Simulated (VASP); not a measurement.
Calculation: PBE GGA, VASP's PBE PAW potentials (set 64) (plane waves; VASP).

The input files of a VASP run:

### KPOINTS
```
Automatic mesh
0
G
8 8 8
```

**INCAR**
```
SYSTEM = PbSe
PREC = Accurate
ENCUT = 400
EDIFF = 1E-7
NELM = 100
ALGO = Normal
LREAL = .FALSE.
LASPH = .TRUE.
ISMEAR = -5
GGA = PE
LMAXMIX = 4
LWAVE = .FALSE.
LCHARG = .TRUE.
LORBIT = 11
NEDOS = 601
ISIF = 2
```

### POSCAR
```
PbSe
4.3930220
  0.0000000000   0.7071067187   0.7071067187
  0.7071067187   0.0000000000   0.7071067187
  0.7071067187   0.7071067187   0.0000000000
Pb Se
1 1
Cartesian
  0.0000000000   0.0000000000   0.0000000000
  0.7071067187   0.7071067187   0.7071067187
```

POTCAR, in this order: Pb_d Se (PBE.64 set). Program: vasp_std.

Output

File OSZICAR:
```
       N       E                     dE             d eps       ncg     rms          rms(c)
DAV:   1     0.144357376073E+03    0.14436E+03   -0.83724E+03   812   0.118E+03
DAV:   2     0.294250845772E+01   -0.14141E+03   -0.13899E+03   842   0.321E+02
DAV:   3    -0.825962443135E+01   -0.11202E+02   -0.11145E+02  1070   0.985E+01
DAV:   4    -0.851115575599E+01   -0.25153E+00   -0.25140E+00   906   0.182E+01
DAV:   5    -0.851819828497E+01   -0.70425E-02   -0.70424E-02  1046   0.279E+00    0.272E+00
DAV:   6    -0.819935302027E+01    0.31885E+00   -0.87011E-01  1140   0.707E+00    0.149E+00
DAV:   7    -0.819532986209E+01    0.40232E-02   -0.13268E-01   912   0.199E+00    0.841E-01
DAV:   8    -0.819900852915E+01   -0.36787E-02   -0.14770E-02   872   0.156E+00    0.170E-01
DAV:   9    -0.819850811630E+01    0.50041E-03   -0.27564E-03  1200   0.580E-01    0.621E-02
DAV:  10    -0.819860441552E+01   -0.96299E-04   -0.24086E-04   878   0.125E-01    0.210E-02
DAV:  11    -0.819861073019E+01   -0.63147E-05   -0.73487E-05  1004   0.985E-02    0.568E-03
DAV:  12    -0.819861106066E+01   -0.33047E-06   -0.43919E-06  1028   0.170E-02    0.225E-03
DAV:  13    -0.819861106036E+01    0.29058E-09   -0.49992E-07   848   0.551E-03
   1 F= -.81986111E+01 E0= -.81986111E+01  d E =0.000000E+00
```

**OUTCAR**
```
------------------------ aborting loop because EDIFF is reached ----------------------------------------
  FORCE on cell =-STRESS in cart. coord.  units (eV):
  Direction    XX          YY          ZZ          XY          YZ          ZX
  --------------------------------------------------------------------------------------
  Total        0.0260341      0.0260341      0.0260341      0.0000000      0.0000000      0.0000000
  in kB        0.6957894      0.6957894      0.6957894      0.0000000      0.0000000      0.0000000
  external PRESSURE =       0.6957894 kB  Pullay stress =       0.0000000 kB
  volume of cell :       59.95
      direct lattice vectors                 reciprocal lattice vectors
     0.000000000  3.106335372  3.106335372    -0.160961371  0.160961371  0.160961371
     3.106335372  0.000000000  3.106335372     0.160961371 -0.160961371  0.160961371
     3.106335372  3.106335372  0.000000000     0.160961371  0.160961371 -0.160961371
  FREE ENERGIE OF THE ION-ELECTRON SYSTEM (eV)
  ---------------------------------------------------
  free  energy   TOTEN  =        -8.1986110604 eV

  energy  without entropy=       -8.1986110604  energy(sigma->0) =       -8.19861106

 total charge

# of ion       s       p       d       tot
------------------------------------------
    1        1.477   0.512   9.837  11.827
    2        1.466   2.323   0.015   3.803
--------------------------------------------------
tot          2.943   2.835   9.852  15.629
```
(Selected blocks of OUTCAR.)

The compound is PbSe in the rock salt structure. It was relaxed first.
